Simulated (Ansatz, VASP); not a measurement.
**Two plane-wave programs on WAu**

```
W Au
1.0
     0.00000    2.90921    2.90921
     2.90921    0.00000    2.90921
     2.90921    2.90921    0.00000
W Au
1 1
Direct
  0.00000 0.00000 0.00000
  0.75000 0.75000 0.75000
```

The cell was built by a generator and needn't be a form met in nature.

Alike in both runs: functional PBE; k mesh 6 × 6 × 6; occupations fermi-dirac, width 0.05 eV; non-collinear spin, spin-orbit coupling.

```csv
,VASP,Ansatz
version,VASP 6.6.1,Ansatz 0.2.0
potentials or method,"VASP PAW PBE potentials, release 64 (W_sv, Au)",Ansatz PAW
plane-wave cutoff (eV),520,420
valence electrons in the cell,25,33
task,single point,band structure
```

```tsv
	VASP	Ansatz	Ansatz less VASP
gap on the k mesh at the Fermi level (eV)	none	none	-
pressure (GPa)	0.0	-0.4	-0.38
net moment per atom (μB)	0.00	0.00	0.000
```

A gap of «none» marks a metal or a gap that the smearing closes. The two sets of potentials don't hold the same shells in valence.
